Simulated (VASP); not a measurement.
```yaml
crystal:
  lattice:
    - [1.56638, -2.71304, 0.00000]
    - [1.56638, 2.71304, 0.00000]
    - [0.00000, 0.00000, 3.48256]
  atoms:
    - { symbol: Hf, position: [0.00000, 0.00000, 0.00000] }
    - { symbol: B, position: [0.33333, 0.66667, 0.50000] }
    - { symbol: B, position: [0.66667, 0.33333, 0.50000] }
```

The numbers are results of rev-vdW-DF2, VASP's PBE PAW potentials (set 64) (plane waves; VASP), not measurements. Run with 520 eV cut-off, 13×13×10 Γ-centred mesh, tetrahedra with Blöchl corrections, potentials Hf_pv B.

Unless said otherwise, spin-orbit coupling is left out, though it shifts the bands of the heavy elements here.

Tabulate the total density of states (states/eV per cell) against energy (eV; zero at the valence-band maximum or, without a gap, the Fermi level).

```
E (eV)  DOS (states/eV)
------  ---------------
-9.98              0.61
-9.86              0.57
-9.62              0.28
-9.50              0.21
-9.26              0.15
-9.14              0.22
-8.90              0.28
-8.78              0.48
-8.66              0.55
-8.42              0.67
-8.30              0.70
-8.06              0.70
-7.94              0.68
-7.82              0.67
-7.58              0.63
-7.46              0.61
-7.22              0.59
-7.10              0.60
-6.86              0.67
-6.74              0.74
-6.62              0.83
-6.38              0.72
-6.26              0.63
-6.02              0.60
-5.90              0.66
-5.78              0.78
-5.54              1.43
-5.42              1.23
-5.18              1.13
-5.06              0.99
-4.82              1.16
-4.70              1.31
-4.58              1.31
-4.34              1.56
-4.22              1.65
-3.98              2.73
-3.86              2.74
-3.74              2.03
-3.50              1.17
-3.38              1.08
-3.14              1.69
-3.02              1.78
-2.78              1.21
-2.66              1.03
-2.54              0.98
-2.30              0.97
-2.18              0.92
-1.94              0.80
-1.82              0.74
-1.70              0.67
-1.46              0.57
-1.34              0.52
-1.10              0.37
-0.98              0.28
-0.74              0.15
-0.62              0.13
-0.50              0.11
-0.26              0.12
-0.14              0.16
0.10               0.34
0.22               0.42
0.34               0.42
0.58               0.54
0.70               0.63
0.94               0.75
1.06               0.85
1.30               1.14
1.42               1.21
1.54               1.19
1.78               1.05
1.90               1.03
2.14               0.97
2.26               0.99
2.38               1.01
2.62               1.12
2.74               1.22
2.98               1.31
3.10               1.23
3.34               1.20
3.46               1.26
```
Within 2 eV below the Fermi level the largest weight inside VASP's projection spheres is Hf d, then B p.

The compound is HfB2 in the AlB2 type structure. It was relaxed first.
